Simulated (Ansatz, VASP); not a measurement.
## One calculation of NaHgSe3, two programs

```
CELL_PARAMETERS angstrom
5.32846 0.00000 0.00000
0.00000 5.32846 0.00000
0.00000 0.00000 5.32846
ATOMIC_POSITIONS crystal
Na 0.50000 0.50000 0.50000
Hg 0.00000 0.00000 0.00000
Se 0.50000 0.00000 0.00000
Se 0.00000 0.50000 0.00000
Se 0.00000 0.00000 0.50000
```

Alike in both runs: functional PBE; k mesh 8 × 8 × 8; occupations gaussian, width 0.1 eV; no spin polarisation.

Ansatz relaxed the structure, and its values are those at the end. VASP's run is a single point on that final structure, the one shown.

|  | VASP | Ansatz |
| --- | --- | --- |
| version | VASP 6.6.1 | Ansatz 0.2.0 |
| potentials or method | VASP PAW PBE potentials, release 64 (Na_pv, Hg, Se) | scalar-relativistic, plane waves, PAW |
| plane-wave cutoff (eV) | 520 | 420 |
| valence electrons in the cell | 37 | 77 |

|  | VASP | Ansatz | Ansatz less VASP |
| --- | --- | --- | --- |
| gap on the k mesh at the Fermi level (eV) | none | none | - |
| pressure (GPa) | 0.2 | 0.0 | -0.24 |

A gap of «none» marks a metal or a gap that the smearing closes. The two sets of potentials don't hold the same shells in valence.

The runs have no spin-orbit coupling, so splittings on Hg are missing.
